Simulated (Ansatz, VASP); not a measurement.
# Two plane-wave programs on PtCl4

File INCAR:

```
ALGO = Fast
EDIFF = 1E-6
EDIFFG = -0.04
ENCUT = 600
GGA = PE
IBRION = 2
ISIF = 3
ISMEAR = 0
LASPH = True
LCHARG = False
LREAL = False
LWAVE = False
NELM = 100
NSW = 90
PREC = Accurate
SIGMA = 0.1
```

File KPOINTS:

```
k-points
0
Gamma
  4 4 4
```

The input POSCAR:

```
PtCl4
1.0
    5.9175195200      0.0000000000      0.0000000000
    0.0000000000      5.9175195200      0.0000000000
    0.0000000000      0.0000000000      5.9175195200
Pt Cl
1 4
Direct
    0.5000000000      0.5000000000      0.5000000000
    0.0000000000      0.0000000000      0.0000000000
    0.5000000000      0.0000000000      0.0000000000
    0.0000000000      0.5000000000      0.0000000000
    0.0000000000      0.0000000000      0.5000000000
```

Input for Ansatz:

```yaml
crystal:
  lattice:
    - [5.91751952, 0.0, 0.0]
    - [0.0, 5.91751952, 0.0]
    - [0.0, 0.0, 5.91751952]
  atoms:
    - { symbol: Pt, position: [0.5, 0.5, 0.5] }
    - { symbol: Cl, position: [0.0, 0.0, 0.0] }
    - { symbol: Cl, position: [0.5, 0.0, 0.0] }
    - { symbol: Cl, position: [0.0, 0.5, 0.0] }
    - { symbol: Cl, position: [0.0, 0.0, 0.5] }
basis:
  ecutwfc: 420
kpoints:
  mp_grid: { grid: [4, 4, 4] }
hamiltonian:
  xc: pbe
scf:
  occupations: { method: gaussian, width: 0.1 }
  lower_state_search: "off"
output:
  forces: true
  stress: true
  eigenvalues: true
relax:
  adjacent_minimum: "off"
  f_tol: 0.04
  max_steps: 70
  cell: { stress_tol: 0.4 }
```

Alike in both runs: task relaxation of cell and atoms; functional PBE; k mesh 4 × 4 × 4; occupations gaussian, width 0.1 eV; no spin polarisation.

|  | VASP | Ansatz |
| --- | --- | --- |
| version | VASP 6.6.1 | Ansatz 0.2.0 |
| potentials or method | VASP PAW PBE potentials, release 64 (Pt, Cl) | scalar-relativistic, plane waves, PAW |
| plane-wave cutoff (eV) | 600 | 420 |
| valence electrons in the cell | 38 | 46 |

```tsv
	VASP	Ansatz	Ansatz less VASP
gap on the k mesh at the Fermi level, each at its own relaxed structure (eV)	none	none	-
relaxed volume (Å³/atom)	25.22	24.97	-0.246
relaxed cell length with the largest relative difference (Å)	5.015	4.998	-0.0164
energy change over the relaxation (meV/atom)	-328	-326	+1.4
```

A gap of «none» marks a metal or a gap that the smearing closes. The two sets of potentials don't hold the same shells in valence.

Caveats: the volume moved by over 15 % at a fixed basis, so the end points are rough. Spin-orbit coupling is left out, which matters for the levels of Pt.
